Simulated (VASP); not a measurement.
# Al2SiF2 in VASP: further runs, part 2 of 2

VASP 6.6.1. Earlier steps stand in the parts before.

## Step 4: Relaxation of cell and atoms, PBE

This run uses another cell than the first one, of the same volume but with other edges.

The input, INCAR:

```
SYSTEM = Al2SiF2
PREC     = Normal         ! precision mode
ENCUT    = 520            ! plane-wave cutoff, eV
EDIFF    = 1E-4           ! SCF threshold, eV
ISMEAR   = 0              ! smearing method
SIGMA    = 0.15           ! smearing width, eV
LREAL    = .FALSE.        ! projectors in reciprocal space
LASPH    = .TRUE.         ! aspherical terms in the spheres
NELM     = 60             ! most SCF steps
ALGO     = Fast           ! electronic algorithm
ISIF     = 3              ! what is computed and relaxed
LWAVE    = .FALSE.        ! write WAVECAR
LCHARG   = .FALSE.        ! write CHGCAR
GGA      = PE             ! functional
IBRION   = 2              ! ionic algorithm
NSW      = 24             ! ionic steps
EDIFFG   = -0.08          ! ionic threshold
```

The input, KPOINTS:

```
regular mesh
0
G
  5 5 2
  0 0 0
```

The input, POSCAR:

```
Al2SiF2
1.0
    3.5000000000      0.0000000000      0.0000000000
   -1.7500000000      3.0310889100      0.0000000000
    0.0000000000      0.0000000000      6.6000000000
Al Si F
2 1 2
Direct
    0.6666666700      0.3333333300      0.7750000000
    0.3333333300      0.6666666700      0.2250000000
    0.0000000000      0.0000000000      0.0000000000
    0.3333333300      0.6666666700      0.6550000000
    0.6666666700      0.3333333300      0.3450000000
```

Potentials or basis: VASP PAW PBE potentials, release 64 (Al, Si, F).

Launch:

```bash
$ cat potpaw_PBE.64/Al/POTCAR potpaw_PBE.64/Si/POTCAR potpaw_PBE.64/F/POTCAR > POTCAR
$ mpirun -np 1 vasp_std > vasp.out
```

OUTCAR:

```text
SYSTEM = Al2SiF2
   PREC = Normal
   ENCUT = 520
   EDIFF = 1E-4
   ISMEAR = 0
   LREAL = .FALSE.
   LASPH = .TRUE.
   NELM = 60
   ISIF = 3
   GGA = PE
   IBRION = 2
   NSW = 24
   EDIFFG = -0.08

 ion  position               nearest neighbor table
   1  0.667  0.333  0.775-   4 2.17   4 2.17   4 2.17   3 2.51   3 2.51   3 2.51
   2  0.333  0.667  0.225-   5 2.17   5 2.17   5 2.17   3 2.51   3 2.51   3 2.51
   3  0.000  0.000  0.000-   1 2.51   2 2.51   2 2.51   1 2.51   1 2.51   2 2.51
   4  0.333  0.667  0.655-   1 2.17   1 2.17   1 2.17
   5  0.667  0.333  0.345-   2 2.17   2 2.17   2 2.17

  LATTYP: Found a hexagonal cell.
 ALAT       =     3.5000000000
 C/A-ratio  =     1.8857142857

  Lattice vectors:

 A1 = (   3.5000000000,   0.0000000000,   0.0000000000)
 A2 = (  -1.7500000000,   3.0310889100,   0.0000000000)
 A3 = (   0.0000000000,   0.0000000000,   6.6000000000)

Analysis of symmetry for initial positions (statically):
=====================================================================
 Subroutine PRICEL returns:
 Original cell was already a primitive cell.

 Routine SETGRP: Setting up the symmetry group for a
 hexagonal supercell.

 Subroutine GETGRP returns: Found 12 space group operations
 (whereof 12 operations were pure point group operations)
 out of a pool of 24 trial point group operations.

The static configuration has the point symmetry D_3d.

Analysis of symmetry for dynamics (positions and initial velocities):
=====================================================================
 Subroutine PRICEL returns:
 Original cell was already a primitive cell.

 Routine SETGRP: Setting up the symmetry group for a
 hexagonal supercell.

 Subroutine GETGRP returns: Found 12 space group operations
 (whereof 12 operations were pure point group operations)
 out of a pool of 24 trial point group operations.

The dynamic configuration has the point symmetry D_3d.

 Subroutine INISYM returns: Found 12 space group operations
 (whereof 12 operations are pure point group operations),
 and found     1 'primitive' translations

[... 127 lines left out ...]
 number of electron      24.0000016 magnetization

 Free energy of the ion-electron system (eV)
  ---------------------------------------------------
  ext. energy  EPLUGINS =         0.00000000
  ---------------------------------------------------
  free energy    TOTEN  =       -22.05143153 eV

  energy without entropy =      -22.03000253  energy(sigma->0) =      -22.04071703

------------------------ aborting loop because EDIFF is reached ----------------------------------------

  FORCE on cell =-STRESS in cart. coord.  units (eV):
  Direction    XX          YY          ZZ          XY          YZ          ZX
  --------------------------------------------------------------------------------------
  -------------------------------------------------------------------------------------
  Total        0.8620144      0.8620144      4.1043218      0.0000000      0.0000000     -0.0000000
  in kB       19.7248825     19.7248825     93.9163775      0.0000000      0.0000000     -0.0000000
  external PRESSURE =      44.4553808 kB  Pullay stress =       0.0000000 kB
[... 98 lines left out ...]
  FREE ENERGIE OF THE ION-ELECTRON SYSTEM (eV)
  ---------------------------------------------------
  free  energy   TOTEN  =       -22.2621862740 eV

  energy  without entropy=      -22.2346415514  energy(sigma->0) =      -22.24841391

 E-fermi :   6.1272     XC(G=0):  -9.7587

 val. band max:        6.1101683347   @ k =   0.0000   0.0000   0.5000
 cond. band min:       6.1274693764   @ k =   0.4000  -0.0000   0.0000
 fundamental gap:      0.0173010418
 Fermi energy:         6.1271534870

 k-point     1 :       0.0000    0.0000    0.0000
  band No.  band energies     occupation
      1     -19.2007      2.00000
      2     -18.8611      2.00000
      3      -4.9993      2.00000
      4      -1.6813      2.00000
      5      -0.6055      2.00000
      6      -0.6055      2.00000
[... 167 lines left out ...]
      3      -2.4166      2.00000
      4      -2.2677      2.00000
      5      -1.4780      2.00000
      6      -1.2546      2.00000
[... 8 lines left out ...]
     15      10.3800      0.00000
     16      10.4305      0.00000

[... ionic steps 4 to 16 ...]

--------------------------------------- Ionic step       17  -------------------------------------------

 number of electron      23.9999965 magnetization

------------------------ aborting loop because EDIFF is reached ----------------------------------------
[... 73 lines left out ...]
--------------------------------------- Ionic step       19  -------------------------------------------

 number of electron      24.0000009 magnetization

 Free energy of the ion-electron system (eV)
  ---------------------------------------------------
  ext. energy  EPLUGINS =         0.00000000
  ---------------------------------------------------
  free energy    TOTEN  =       -22.78029709 eV

  energy without entropy =      -22.76886684  energy(sigma->0) =      -22.77458196

 E-fermi :   7.8996     XC(G=0): -10.2334

 val. band max:        7.8931543695   @ k =   0.0000   0.0000   0.5000
 cond. band min:       7.9918854543   @ k =   0.2000  -0.0000   0.0000
 fundamental gap:      0.0987310849
 Fermi energy:         7.8996476376

 k-point     1 :       0.0000    0.0000    0.0000
  band No.  band energies     occupation
      1     -19.0914      2.00000
      2     -18.8310      2.00000
      3      -4.9230      2.00000
      4      -1.9647      2.00000
      5      -0.8689      2.00000
      6       0.1674      2.00000
[... 211 lines left out ...]
  FREE ENERGIE OF THE ION-ELECTRON SYSTEM (eV)
  ---------------------------------------------------
  free  energy   TOTEN  =       -22.7802970927 eV

  energy  without entropy=      -22.7688668352  energy(sigma->0) =      -22.77458196

 reached required accuracy - stopping structural energy minimisation
```

OSZICAR:

```text
N       E                     dE             d eps       ncg     rms          rms(c)
DAV:   1     0.105866416570E+03    0.10587E+03   -0.11963E+04   320   0.131E+03
DAV:   2    -0.182147000200E+02   -0.12408E+03   -0.12200E+03   408   0.254E+02
DAV:   3    -0.240151677355E+02   -0.58005E+01   -0.57828E+01   424   0.614E+01
[... 141 lines left out ...]
DAV:   1    -0.228471990639E+02   -0.70781E-01   -0.31087E+00   320   0.169E+01    0.209E+00
RMM:   2    -0.227814109073E+02    0.65788E-01   -0.29085E-01   323   0.411E+00    0.327E-01
RMM:   3    -0.227808287027E+02    0.58220E-03   -0.17478E-02   323   0.104E+00    0.157E-01
RMM:   4    -0.227803254152E+02    0.50329E-03   -0.22931E-03   328   0.397E-01    0.618E-02
RMM:   5    -0.227802970927E+02    0.28323E-04   -0.53355E-04   258   0.179E-01
  19 F= -.22780297E+02 E0= -.22774582E+02  d E =-.390001E-02
```

Wall time 42 s (1 thread of Intel Xeon Platinum 8488C (Sapphire Rapids), shared host); peak memory 0.14 GiB.

What came out:

```
Free energy                            : -22.7803 eV
Relaxed volume                         : 13.09 Å³/atom
Relaxed cell                           : a = 3.047 Å, b = 3.047 Å, c = 8.142 Å, α = 90.00°, β = 90.00°, γ = 120.00°
Space group after relaxing (to 0.05 Å) : P-3m1 (No. 164)
Energy gained by relaxing              : 145.8 meV/atom
Ionic steps                            : 19
Pressure after relaxing                : -0.3 GPa
Largest force after relaxing           : 0.023 eV/Å
Band gap on the k mesh                 : none (metal or under the smearing width)
```

Forces on the atoms (eV/Å):
```
Al   0.000  0.000  0.003
Al   0.000  0.000 -0.003
Si   0.000  0.000  0.000
F    0.000  0.000 -0.023
F    0.000  0.000  0.023
```

Step by step:
| step | energy change (eV) | largest force (eV/Å) | pressure (GPa) | volume (Å³) |
| --- | --- | --- | --- | --- |
| 1 | 0.0000 | 1.2452 | 4.45 | 70.02 |
| 2 | -0.2024 | 0.5027 | -0.93 | 74.01 |
| 3 | -0.2108 | 0.1533 | -4.07 | 76.26 |
| 4 | -0.2155 | 0.2597 | -3.08 | 75.50 |
| 5 | -0.3149 | 0.3650 | -2.15 | 73.57 |
| 6 | -0.5051 | 0.8750 | 1.51 | 67.60 |
| 7 | -0.5648 | 0.5202 | -0.45 | 67.03 |
| 8 | -0.6304 | 0.4906 | -1.67 | 66.19 |
| 9 | -0.5033 | 1.3566 | -2.67 | 64.23 |
| 10 | -0.6424 | 0.4430 | -1.99 | 65.87 |
| 11 | -0.6434 | 0.4574 | -1.74 | 65.74 |
| 12 | -0.6664 | 0.3931 | -0.22 | 64.45 |
| 13 | -0.6699 | 0.5055 | 1.12 | 63.68 |
| 14 | -0.6914 | 0.3343 | 0.57 | 63.62 |
| 15 | -0.7053 | 0.2494 | 0.31 | 63.50 |
| 16 | -0.7165 | 0.1274 | 0.55 | 63.75 |
| 17 | -0.7247 | 0.0689 | 1.14 | 64.12 |
| 18 | -0.7250 | 0.0828 | 1.49 | 64.21 |
| 19 | -0.7289 | 0.0229 | -0.34 | 65.46 |

Final structure:
```
CELL_PARAMETERS angstrom
3.04705 0.00000 0.00000
-1.52353 2.63882 0.00000
0.00000 0.00000 8.14174
ATOMIC_POSITIONS crystal
Al 0.66667 0.33333 0.77527
Al 0.33333 0.66667 0.22473
Si 0.00000 0.00000 0.00000
F 0.33333 0.66667 0.63427
F 0.66667 0.33333 0.36573
```

Levels at points of the mesh, in eV from the Fermi level:
```csv
k point,band 8,band 9,band 10,band 11,band 12,band 13,band 14,band 15,band 16
"(0.00, 0.00, 0.00)",-7.58,-7.58,-5.79,-2.59,1.05,3.87,4.67,4.67,7.09
"(0.00, 0.00, 0.50)",-7.58,-7.58,-6.61,-1.61,-0.01,4.64,4.67,4.67,7.07
```

Caveat: the k mesh is coarse (spacing up to 0.48 Å⁻¹), so the values aren't converged; the relaxation stopped at a loose force limit of 0.08 eV/Å, so its end isn't a converged minimum.

## Step 5: Overview

```tsv
k mesh	gap on the mesh (eV)	pressure (GPa)	relaxed volume (Å³/atom)	largest force (eV/Å)
5 × 5 × 5	none	0.4	13.03	0.02
6 × 6 × 6	none	-0.2	17.16	0.02
5 × 5 × 2	none	-0.3	13.09	0.02
```

Alike in all rows: task relaxation of cell and atoms; level PBE; potentials or basis VASP PAW PBE potentials, release 64 (Al, Si, F); no spin polarisation; cell relaxed; cutoff (eV) 520; smearing gaussian 0.15 eV; the mesh is coarse, so values aren't converged.

Caveats: all runs use coarse meshes; the relaxation stopped at a loose force limit of 0.08 eV/Å, so its end isn't a converged minimum; the volume moved by over 15 % at a fixed basis, so the end points are rough (some runs).

Total energies depend on the potentials used, so only differences within one code and one set of settings carry meaning.
